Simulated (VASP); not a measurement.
Data:

```
InAs
1.0
    0.00000     3.05653     3.05653
    3.05653     0.00000     3.05653
    3.05653     3.05653     0.00000
In As
1 1
Direct
  0.00000   0.00000   0.00000
  0.25000   0.25000   0.25000
```

Method: vdW-DF-cx, VASP's PBE PAW potentials (set 64) (plane waves; VASP). Settings: 520 eV cut-off, Gaussian smearing of 0.050 eV, potentials In_d As.

Give the energies of bands 7 to 12 at the high-symmetry points, in eV from the Fermi level.

```json
[
 {"band": "7", "Γ": "-0.46", "X": "-5.74", "U": "-5.61", "L": "-5.64", "W": "-5.61"},
 {"band": "8", "Γ": "0.00", "X": "-2.23", "U": "-3.15", "L": "-0.95", "W": "-2.84"},
 {"band": "9", "Γ": "0.00", "X": "-2.23", "U": "-1.87", "L": "-0.95", "W": "-2.76"},
 {"band": "10", "Γ": "0.00", "X": "1.52", "U": "2.05", "L": "0.81", "W": "4.02"},
 {"band": "11", "Γ": "3.84", "X": "1.99", "U": "4.14", "L": "4.60", "W": "4.23"},
 {"band": "12", "Γ": "3.84", "X": "8.91", "U": "7.10", "L": "4.60", "W": "4.83"}
]
```

It has no gap at this level: it comes out as a metal or semimetal.

The compound is InAs in the zinc blende structure. It was relaxed first.
